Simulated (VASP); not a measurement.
Given:

```xyz
2
Lattice="-2.7366 2.7366 1.4931 2.7366 -2.7366 1.4931 2.7366 2.7366 -1.4931" Properties=species:S:1:pos:R:3 pbc="T T T"
Cl    -0.0191     2.7233     0.7172
Cl     0.0191     0.0133     0.0294
```

The numbers are results of PBE GGA, VASP's PBE PAW potentials (set 64) (plane waves; VASP), not measurements. Settings: 300 eV cut-off, 7×7×5 Γ-centred mesh, Gaussian smearing of 0.27 eV, potentials Cl.

At this cut-off the stress carries a Pulay error, which pulls relaxed volumes low.

Question: What does the run give for the energy per atom (σ→0), pressure, largest force, band gap (on the k-mesh) with the smallest direct gap where there is one?

Answer: 
| Quantity | Result |
|---|---|
| band gap (on the k-mesh) | none (metal, semimetal or under 0.01 eV) |
| energy per atom (σ→0) | -1.028 eV/atom |
| pressure | 1.45 GPa |
| largest force | 0.230 eV/Å |

Total energies compare only between runs with the same potentials, cut-off and functional.

The structure was generated: Cl2 was put into an ordered model structure, which need not be its known phase. The cell was not relaxed at this level, atoms are displaced from their ideal sites. The k-mesh is coarse (spacing up to 0.34 per Å, 2π included), so the numbers may not be converged in it.
